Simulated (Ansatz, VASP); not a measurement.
# Cross-check of Si2MoAs4 (MoSi2As4 bilayer, AB) between VASP and Ansatz

Aim: how closely do two programs agree when they are given the same cell, functional and k mesh? Of the first pair: The structure shown is the start of the Ansatz relaxation below; VASP solves that cell, so the two are compared at the walk's first step.

Main program and level: Ansatz 0.2.0; plane waves, with VASP 6.6.1 beside it; single point at PBE with D3(BJ).

## Step 1: The structure

The cell holds 14 atoms: 8 As, 4 Si and 2 Mo. Its edges and angles: a = 3.630 Å, b = 3.630 Å, c = 72.621 Å, α = 90.0°, β = 90.0°, γ = 120.0°. Vacuum lies along c.

## Step 2: Ansatz: relaxation, PBE with D3(BJ)

Ansatz runs on its default PAW (the set named soft_2) files.

The two programs are compared at the cell with which this relaxation starts, whose forces are those of its first step.

File input.yaml:

```yaml
crystal:
  lattice:
    - [3.63, 0.0, 0.0]
    - [-1.815, 3.1436722157, 0.0]
    - [0.0, 0.0, 72.6205228888]
  atoms:
    - { symbol: As, position: [0.0, 0.0, 0.3566484923] }
    - { symbol: Si, position: [0.3333333333, 0.6666666667, 0.3671409963] }
    - { symbol: As, position: [0.3333333333, 0.6666666667, 0.3978485692] }
    - { symbol: Mo, position: [0.0, 0.0, 0.4179965871] }
    - { symbol: As, position: [0.3333333333, 0.6666666667, 0.438144605] }
    - { symbol: Si, position: [0.3333333333, 0.6666666667, 0.4688521779] }
    - { symbol: As, position: [0.0, 0.0, 0.4793446819] }
    - { symbol: As, position: [0.3333333333, 0.6666666667, 0.5206553181] }
    - { symbol: Si, position: [0.6666666667, 0.3333333333, 0.5311478221] }
    - { symbol: As, position: [0.6666666667, 0.3333333333, 0.561855395] }
    - { symbol: Mo, position: [0.3333333333, 0.6666666667, 0.5820034129] }
    - { symbol: As, position: [0.6666666667, 0.3333333333, 0.6021514308] }
    - { symbol: Si, position: [0.6666666667, 0.3333333333, 0.6328590037] }
    - { symbol: As, position: [0.3333333333, 0.6666666667, 0.6433515077] }
  periodic: [true, true, false]
kpoints:
  mp_grid: { grid: [12, 12, 1] }
hamiltonian:
  xc: pbe
  dispersion: d3bj
scf:
  occupations: { method: fermi_dirac, width: 0.05 }
  convergence: { dr2_threshold: 1.0e-09 }
relax:
  f_tol: 0.004
  max_steps: 90
  cell: {}
output:
  write_potential: true
  write_density: true
  volumetric_format: npy
```

Started as:

```console
$ ansatz run input.yaml --threads 4 --pin off --max-ram 12288MiB --backend cpu --events-out ev --progress --plain --runs-dir out
```

Numbers of over 12 decimals in the logs are rounded to 6 here.

Output:

```text
Warning: relax.cell: scf.convergence.dr2_threshold = 1e-9 eV is looser than the 1.47383216568e-10 eV advised for a relaxation that steers and ends on the stress (1e-10 eV for each atom of the cell: 14, times the square of relax.cell.stress_2d_tol = 0.05 N/m over 30.8 Å (the atoms' height at the walk's start and 5 Å past either face), 1.622e-2 GPa, over a crystal's default 0.05). What an SCF threshold leaves in a stress goes as its square root, and in the free energy as the threshold itself, and one threshold admits the most on a small cell: [figures from the program's tests cut] Set scf.convergence.dr2_threshold to 1.47383216568e-10 eV or tighter. [rest of the remark cut]
Engine: ansatz 0.2.0, x86_64-unknown-linux-gnu
Pseudopotentials: kind: paw
Pseudopotential: As, paw, valence charge 15, recommended cutoff 420 eV (normal), As.paw.azcp
Pseudopotential: Si, paw, valence charge 4, recommended cutoff 420 eV (normal), Si.paw.azcp
Pseudopotential: Mo, paw, valence charge 14, recommended cutoff 420 eV (normal), Mo.paw.azcp
Functional definition: PBE
  parameter kappa = 0.804
  parameter beta = 0.066725
  exchange = pbe_x(kappa = kappa, mu = beta*pi^2/3)
  correlation = pbe_c(beta = beta)
Crystal: 14 atoms, lattice volume = 828.711 Å³
Basis set: ecut = 420 eV, 15975 PW (Γ), exchange–correlation on 50×50×972 points (8 copies of the dense FFT grid, shifted against one another)
Bands: 99, of which v1, the nominal top of the filled ones, is band 82 counted from 1 (81 counted from 0)
Symmetry: 6 space group operations
Space group: P3m1 (ITA 156), of the structure as read, at distance tolerance 9.4e-5 Å
k-points: 19 of 144 (time reversal used)
Non-local potential: As, projectors of the file, l = 0: 2, l = 1: 2, l = 2: 3, l = 3: 1
Non-local potential: Si, projectors of the file, l = 0: 2, l = 1: 2, l = 2: 2
Non-local potential: Mo, projectors of the file, l = 0: 3, l = 1: 2, l = 2: 2, l = 3: 1
PAW form: soft (Blöchl's): semilocal exchange-correlation on the pseudo side does not see the compensation charge
PAW one-centre angular grid: As, 590 points (default); XC on 64 Gauss nodes
PAW one-centre angular grid: Si, 110 points (default); XC on 64 Gauss nodes
PAW one-centre angular grid: Mo, 590 points (default); XC on 64 Gauss nodes
Initial density: superposition of atomic densities (neutral atoms: chi_scale 0, normalization atom), corrected by the library's trained network
Initial wavefunctions: pseudopotential atomic-orbital guess
Functional: x = pbe(κ = 0.804, μ = 0.219515), c = pbe(β = 0.066725)
SCF iter   1: F=—  HF=-51308.874139 eV  |F-HF|=—  |Δ(HF+E_count)|=         —  Δρ=6.12e-3  dr2=3.09e0  ethr=1.77e-3  ⟨swp⟩=12.2  Hψ=11156  notcnv=0  defer=38
preconditioner: auto → LDOS  [insulator: Δε(μ)=0.201 eV  Ē_g=8.323 eV  σ=0.050 eV  W_gap=0.76  n_scr=126 (ndim 8)  ℏωp=10.6 eV  f_vac=0.664  D(μ)=0.99/eV (n_scr^D=10)  ε∞_Penn≈2.6  β→1.0]
SCF iter   2: F=—  HF=-51326.842017 eV  |F-HF|=—  |Δ(HF+E_count)|=    1.80e1  Δρ=5.54e-2  dr2=8.18e2  ethr=1.77e-3  ⟨swp⟩=7.2  Hψ=4318  notcnv=0  defer=129  recentre
SCF iter   3: F=—  HF=-51308.748781 eV  |F-HF|=—  |Δ(HF+E_count)|=    1.81e1  Δρ=4.27e-3  dr2=1.74e0  ethr=1.77e-3  ⟨swp⟩=5.8  Hψ=4397  notcnv=0  defer=53
SCF iter   4: F=—  HF=-51308.628351 eV  |F-HF|=—  |Δ(HF+E_count)|=   1.20e-1  Δρ=2.67e-3  dr2=4.66e-1  ethr=1.06e-3  ⟨swp⟩=2.9  Hψ=2892  notcnv=0  defer=97
SCF iter   5: F=—  HF=-51308.592876 eV  |F-HF|=—  |Δ(HF+E_count)|=   3.55e-2  Δρ=8.08e-4  dr2=5.27e-2  ethr=2.84e-4  ⟨swp⟩=3.7  Hψ=3066  notcnv=0  defer=107
SCF iter   6: F=—  HF=-51308.586265 eV  |F-HF|=—  |Δ(HF+E_count)|=   6.61e-3  Δρ=4.92e-4  dr2=2.32e-2  ethr=3.22e-5  ⟨swp⟩=3.1  Hψ=2971  notcnv=0  defer=107
SCF iter   7: F=—  HF=-51308.585034 eV  |F-HF|=—  |Δ(HF+E_count)|=   1.23e-3  Δρ=2.23e-4  dr2=7.03e-3  ethr=1.42e-5  ⟨swp⟩=2.5  Hψ=2452  notcnv=0  defer=107
SCF iter   8: F=—  HF=-51308.584771 eV  |F-HF|=—  |Δ(HF+E_count)|=   2.62e-4  Δρ=1.51e-4  dr2=2.60e-3  ethr=4.29e-6  ⟨swp⟩=2.7  Hψ=2576  notcnv=0  defer=103
SCF iter   9: F=—  HF=-51308.584682 eV  |F-HF|=—  |Δ(HF+E_count)|=   8.94e-5  Δρ=1.01e-4  dr2=1.85e-3  ethr=1.58e-6  ⟨swp⟩=2.5  Hψ=2223  notcnv=0  defer=103
SCF iter  10: F=—  HF=-51308.584621 eV  |F-HF|=—  |Δ(HF+E_count)|=   6.10e-5  Δρ=4.06e-5  dr2=5.02e-5  ethr=1.13e-6  ⟨swp⟩=2.9  Hψ=2268  notcnv=0  defer=103
[...]
SCF converged after 7 iterations
Free energy (F): -51311.360882 eV
Harris-Foulkes:  -51311.360882 eV  (|F-HF|=5.56e-9)
Internal energy: -51311.360809 eV  (E = F + TS)
E sigma→0 (E₀):  -51311.360846 eV
Entropy (-TS):   -0.000073 eV (-0.005 meV/atom)
Fermi energy:    -4.475099 eV
--- Per-component energies (eV) ---
  E_band       = -4626.744960
  E_kinetic    = 1876.696642
  E_local      = -2171162.191992  (includes V_loc(G=0)·N_el)
  E_nonlocal   = -4972.505358
  E_hartree    = 1084679.582951
  E_xc         = -1224.831711
  E_vxc        = -1283.637944  (∫ρ·V_xc dr)
  E_paw        = -23137.040364  (= ΣΔE_a)
  E_vpaw       = 1555.736623  (= ΣTr[D̂ρ^β])
  E_aug_tail   = 0.000153  (compensation charges beyond the density's cutoff)
  E_ewald      = 1062634.394457
  E_disp       = -5.465588  (pairwise vdW)
  E_smearing   = -0.000073  (= −TS)
  E_closure    = -0.000000  (closes the sum)
  Σ components = -51311.360882   (vs F -51311.360882, Δ=0.00e0)
--- Forces (eV/Å), atoms counted from 1 ---
  atom   1  As     0.00000000     0.00000000    -0.00000722
  atom   2  Si     0.00000000    -0.00000000    -0.00008020
  atom   3  As     0.00000000     0.00000000    -0.00031504
  atom   4  Mo     0.00000000     0.00000000     0.00023380
  atom   5  As     0.00000000     0.00000000    -0.00035262
  atom   6  Si     0.00000000     0.00000000    -0.00032205
  atom   7  As     0.00000000     0.00000000    -0.00031231
  atom   8  As     0.00000000     0.00000000     0.00036242
  atom   9  Si    -0.00000000     0.00000000     0.00042096
  atom  10  As     0.00000000     0.00000000     0.00006926
  atom  11  Mo     0.00000000     0.00000000     0.00006261
  atom  12  As     0.00000000     0.00000000     0.00018632
  atom  13  Si     0.00000000    -0.00000000     0.00009037
  atom  14  As    -0.00000000     0.00000000    -0.00003797
  max |Σ_I F_I| component: 1.65e-6 eV/Å
--- 2D stress c σ (N/m, compression-positive) ---
       -0.022459       0.000000       0.000000
        0.000000      -0.022459       0.000000
        0.000000       0.000000      -0.000000
  P = ½ c Tr σ = -0.0225 N/m
--- Band table (eV; the first three rows and the last of 19) ---
  k-point 0: bands = [... 78 lower, -5.2638, -5.2638, -5.2356, -4.7745, -2.1274, -2.1274, -2.0807, -2.0807, ... 13 higher]
  k-point 1: bands = [... 78 lower, -5.4938, -5.4541, -5.1961, -4.8553, -2.4621, -2.4124, -2.3326, -2.1989, ... 13 higher]
  k-point 2: bands = [... 78 lower, -5.8681, -5.6746, -5.3210, -5.1523, -3.0271, -2.9159, -2.8767, -2.5767, ... 13 higher]
  k-point 18: bands = [... 78 lower, -5.8744, -5.8341, -4.9781, -4.9272, -4.1273, -4.0888, -3.8328, -3.7707, ... 13 higher]
  the weakly bound empty levels are not read free of the cell's end (no_gap_told)
--- Relaxed structure (9 steps of the walk, 9 accepted, 1 SCFs on fresh bases) ---
  F+E_penalty+E_count = -51311.36088216 eV   max|allowed force component| = 4.211e-4 eV/Å   (the final SCF, on the basis selected at the relaxed cell)
  cell:  # Å, volume = 796.2926 Å³
    - [3.558290, -5.307609552243537e-18, 0]
    - [-1.779145, 3.081569, 0]
    - [0, 0, 72.6205228888]
  atoms:
    - { symbol: As, position: [6.395774175193891e-17, -7.552537548908436e-19, 0.342018] }
    - { symbol: Si, position: [0.333333, 0.666667, 0.357587] }
    - { symbol: As, position: [0.333333, 0.666667, 0.389832] }
    - { symbol: Mo, position: [5.339575981540631e-17, -7.552537548908445e-19, 0.410499] }
    - { symbol: As, position: [0.333333, 0.666667, 0.431178] }
    - { symbol: Si, position: [0.333333, 0.666667, 0.463380] }
    - { symbol: As, position: [4.288031762180416e-17, -7.55253754890842e-19, 0.478949] }
    - { symbol: As, position: [0.333333, 0.666667, 0.521077] }
    - { symbol: Si, position: [0.666667, 0.333333, 0.536618] }
    - { symbol: As, position: [0.666667, 0.333333, 0.568828] }
    - { symbol: Mo, position: [0.333333, 0.666667, 0.589495] }
    - { symbol: As, position: [0.666667, 0.333333, 0.610161] }
    - { symbol: Si, position: [0.666667, 0.333333, 0.642405] }
    - { symbol: As, position: [0.333333, 0.666667, 0.657974] }
```

(Part 1 of 3 ends here.)

[Lines on the potential files, build, host, timing and source positions are cut from VASP's logs without a mark.]

[Logs are printed without paths, hosts, clocks, repeated set-up lines and the standing remarks that a program may print on its own settings, such as how far it seeks lower states.]

[Hosts, paths, dates, database ids (printed as entryN), source tags and the programs' standing remarks are cut or masked in the printed files.]
